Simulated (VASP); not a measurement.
LiGe₃ (space group I4/mmm): computed properties

Level of theory: PBEsol GGA, VASP's PBE PAW potentials (set 64) (plane waves; VASP 6.6.1).

```
Quantity                                                                       Value
----------------------------------  ------------------------------------------------
space group                                                             I4/mmm (139)
cell                                a = b = 4.014 Å, c = 8.494 Å, α = β = γ = 90.00°
volume per atom                                                        17.10 Å³/atom
band gap (over mesh and band path)          none (metal, semimetal or under 0.01 eV)
band gap with spin-orbit coupling                                    none (metallic)
density                                                                   5.46 g/cm³
```

```
CELL_PARAMETERS angstrom
     -2.00684     2.00684     4.24692
      2.00684    -2.00684     4.24692
      2.00684     2.00684    -4.24692
ATOMIC_POSITIONS crystal
  Li 0.00000 0.00000 0.00000
  Ge 0.75000 0.25000 0.50000
  Ge 0.25000 0.75000 0.50000
  Ge 0.50000 0.50000 0.00000
```

The structure comes from a computed database's LiGe3 entry (I4/mmm); how it stands against other phases isn't given here. It was relaxed first, which changed the volume by -6 %. Symmetry was kept, so distortions that lower it aren't found. The electron count is odd and the run is not spin-polarised, which forces a metal.
